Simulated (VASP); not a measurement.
Output of a VASP run:

### OUTCAR
```
 ion  position               nearest neighbor table
   1  0.500  0.500  0.500-   2 3.22   2 3.22   2 3.22   2 3.22   2 3.22   2 3.22
   2  0.000  0.000  0.000-   1 3.22   1 3.22   1 3.22   1 3.22   1 3.22   1 3.22
  LATTYP: Found a face centered cubic cell.
 ALAT       =     6.4412753798
 Subroutine PRICEL returns:
 Original cell was already a primitive cell.
 Subroutine GETGRP returns: Found 48 space group operations
The static configuration has the point symmetry O_h .
The dynamic configuration has the point symmetry O_h .
The overall configuration has the point symmetry O_h .
 Subroutine INISYM returns: Found 48 space group operations
 Subroutine IBZKPT returns following result:
 Found     20 irreducible k-points:

 Following reciprocal coordinates:
            Coordinates               Weight
  0.000000  0.000000  0.000000      1.000000
  0.142857  0.000000  0.000000      8.000000
  0.285714  0.000000  0.000000      8.000000
  0.428571  0.000000  0.000000      8.000000
  0.142857  0.142857  0.000000      6.000000
  0.285714  0.142857  0.000000     24.000000
  0.428571  0.142857  0.000000     24.000000
 -0.428571  0.142857  0.000000     24.000000
 -0.285714  0.142857  0.000000     24.000000
 -0.142857  0.142857  0.000000     12.000000
  0.285714  0.285714  0.000000      6.000000
  0.428571  0.285714  0.000000     24.000000
 -0.428571  0.285714  0.000000     24.000000
 -0.285714  0.285714  0.000000     12.000000
  0.428571  0.428571  0.000000      6.000000
 -0.428571  0.428571  0.000000     12.000000
  0.428571  0.285714  0.142857     24.000000
 -0.428571  0.285714  0.142857     48.000000
 -0.428571  0.428571  0.142857     24.000000
 -0.285714  0.428571  0.142857     24.000000
   k-points           NKPTS =     20   k-points in BZ     NKDIM =     20   number of bands    NBANDS=     28
   number of dos      NEDOS =    301   number of ions     NIONS =      2
   total plane-waves  NPLWV =  27000
   dimension x,y,z NGX =    30 NGY =   30 NGZ =   30
   dimension x,y,z NGXF=    60 NGYF=   60 NGZF=   60
   ions per type =               1   1
   PREC   = accura    normal or accurate (medium, high low for compatibility)
   ISTART =      0    job   : 0-new  1-cont  2-samecut
   ICHARG =      2    charge: 1-file 2-atom 10-const
   ISPIN  =      1    spin polarized calculation?
   LNONCOLLINEAR =      T non collinear calculations
   LSORBIT =      T    spin-orbit coupling
   INIWAV =      1    electr: 0-lowe 1-rand  2-diag
   ENCUT  =  400.0 eV  29.40 Ry    5.42 a.u.   7.43  7.43  7.43*2*pi/ulx,y,z
   NELM   =    100;   NELMIN=  2; NELMDL= -5     # of ELM steps
   EDIFF  = 0.1E-05   stopping-criterion for ELM
   LREAL  =      F    real-space projection
   NLSPLINE    = F    spline interpolate recip. space projectors
   LMAXMIX     =    4 max onsite mixed and CHGCAR
   VOSKOWN=      0    Vosko Wilk Nusair interpolation
   EDIFFG = 0.1E-04   stopping-criterion for IOM
   NSW    =      0    number of steps for IOM
   NBLOCK =      1;   KBLOCK =      1    inner block; outer block
   IBRION =     -1    ionic relax: 0-MD 1-quasi-New 2-CG
   NFREE  =      0    steps in history (QN), initial steepest desc. (CG)
   ISIF   =      2    stress and relaxation
   ISYM   =      2    0-nonsym 1-usesym 2-fastsym
   TEIN   =    0.0    initial temperature
   TEBEG  =    0.0;   TEEND  =   0.0 temperature during run
   SMASS  =  -3.00    Nose mass-parameter (am)
   PSTRESS=    0.0 pullay stress
   NELECT =      20.0000    total number of electrons
   EFERMI =   0.00;   METHOD = LEGACY
   ISMEAR =     0;   SIGMA  =   0.05  broadening in eV -4-tet -1-fermi 0-gaus
   IALGO  =     38    algorithm
   LDIAG  =      T    sub-space diagonalisation (order eigenvalues)
   IMIX   =      4    mixing-type and parameters
     AMIX     =   0.40;   BMIX     =  1.00
     AMIX_MAG =   1.60;   BMIX_MAG =  1.00
     AMIN     =   0.10
   GGA     = PS    functional components
   VOSKOWN =     0    Vosko Wilk Nusair interpolation
   LHFCALC =     F    Hartree Fock is set to
...
```

### OSZICAR
```
       N       E                     dE             d eps       ncg     rms          rms(c)
DAV:   1     0.177681189167E+03    0.17768E+03   -0.76365E+03  1120   0.116E+03
DAV:   2     0.820763551552E+01   -0.16947E+03   -0.16511E+03  1148   0.345E+02
DAV:   3    -0.819339318149E+01   -0.16401E+02   -0.16047E+02  1472   0.130E+02
DAV:   4    -0.885002931480E+01   -0.65664E+00   -0.65509E+00  1420   0.283E+01
DAV:   5    -0.888073292213E+01   -0.30704E-01   -0.30700E-01  1592   0.571E+00    0.415E+00
DAV:   6    -0.879683361473E+01    0.83899E-01   -0.17880E-01  1540   0.407E+00    0.266E+00
DAV:   7    -0.879417757811E+01    0.26560E-02   -0.50310E-02  1552   0.131E+00    0.152E+00
DAV:   8    -0.879476169086E+01   -0.58411E-03   -0.24552E-03  1512   0.446E-01    0.566E-01
DAV:   9    -0.879476540303E+01   -0.37122E-05   -0.11819E-03  1528   0.452E-01    0.956E-02
DAV:  10    -0.879480627187E+01   -0.40869E-04   -0.12963E-04  1392   0.110E-01    0.253E-02
DAV:  11    -0.879481418254E+01   -0.79107E-05   -0.17522E-05  1384   0.425E-02    0.785E-03
DAV:  12    -0.879481456261E+01   -0.38007E-06   -0.27405E-06  1216   0.239E-02
   1 F= -.87948146E+01 E0= -.87948146E+01  d E =-.241945E-07  mag=     0.0000    -0.0000    -0.0000
       N       E                     dE             ncg
       N       E                     dE             ncg
       N       E                     dE             ncg
```

File OUTCAR:
```
------------------------ aborting loop because EDIFF is reached ----------------------------------------
  FORCE on cell =-STRESS in cart. coord.  units (eV):
  Direction    XX          YY          ZZ          XY          YZ          ZX
  --------------------------------------------------------------------------------------
  Total       -0.0606390     -0.0606390     -0.0606390     -0.0000000      0.0000000      0.0000000
  in kB       -1.4541435     -1.4541435     -1.4541435     -0.0000000      0.0000000      0.0000000
  external PRESSURE =      -1.4541435 kB  Pullay stress =       0.0000000 kB
  volume of cell :       66.81
      direct lattice vectors                 reciprocal lattice vectors
     0.000000000  3.220637690  3.220637690    -0.155248758  0.155248758  0.155248758
     3.220637690  0.000000000  3.220637690     0.155248758 -0.155248758  0.155248758
     3.220637690  3.220637690  0.000000000     0.155248758  0.155248758 -0.155248758
  FREE ENERGIE OF THE ION-ELECTRON SYSTEM (eV)
  ---------------------------------------------------
  free  energy   TOTEN  =        -8.7948145626 eV

  energy  without entropy=       -8.7948145384  energy(sigma->0) =       -8.79481455

 Ion:    1  E_soc:     -0.2138355

 Ion:    2  E_soc:     -0.9068349
```
(Selected blocks of OUTCAR.)

### POSCAR
```
PbTe
1
    0.0000000000     3.2206376899     3.2206376899
    3.2206376899     0.0000000000     3.2206376899
    3.2206376899     3.2206376899     0.0000000000
Te Pb
1 1
Direct
  0.5000000000   0.5000000000   0.5000000000
  0.0000000000   0.0000000000   0.0000000000
```

Q: Reconstruct the remaining input files.

A: Several could match; the one computed here: the input of the run itself, PBEsol GGA with spin-orbit coupling, plane waves, VASP's PBE PAW potentials (set 64).

File KPOINTS_OPT:
```
k-points along high-symmetry lines
8
Line-mode
Reciprocal
  0.000000   0.000000   0.000000 ! GAMMA
  0.500000   0.000000   0.500000 ! X

  0.500000   0.000000   0.500000 ! X
  0.625000   0.250000   0.625000 ! U

  0.375000   0.375000   0.750000 ! K
  0.000000   0.000000   0.000000 ! GAMMA

  0.000000   0.000000   0.000000 ! GAMMA
  0.500000   0.500000   0.500000 ! L

  0.500000   0.500000   0.500000 ! L
  0.500000   0.250000   0.750000 ! W

  0.500000   0.250000   0.750000 ! W
  0.500000   0.000000   0.500000 ! X
```

File KPOINTS:
```
Automatic mesh
0
Gamma
7 7 7
0 0 0
```

**INCAR**
```
SYSTEM = PbTe
PREC = Accurate
ENCUT = 400
EDIFF = 1E-6
NELM = 100
ALGO = Normal
LREAL = .FALSE.
LASPH = .TRUE.
ISMEAR = 0
SIGMA = 0.05
GGA = PS
LMAXMIX = 4
LWAVE = .FALSE.
LCHARG = .FALSE.
LSORBIT = .TRUE.
MAGMOM = 0 0 0 0 0 0
GGA_COMPAT = .FALSE.
```

POTCAR, in this order: Te Pb_d (PBE.64 set). Program: vasp_ncl.

The compound is PbTe in the rock salt structure. It was relaxed first.
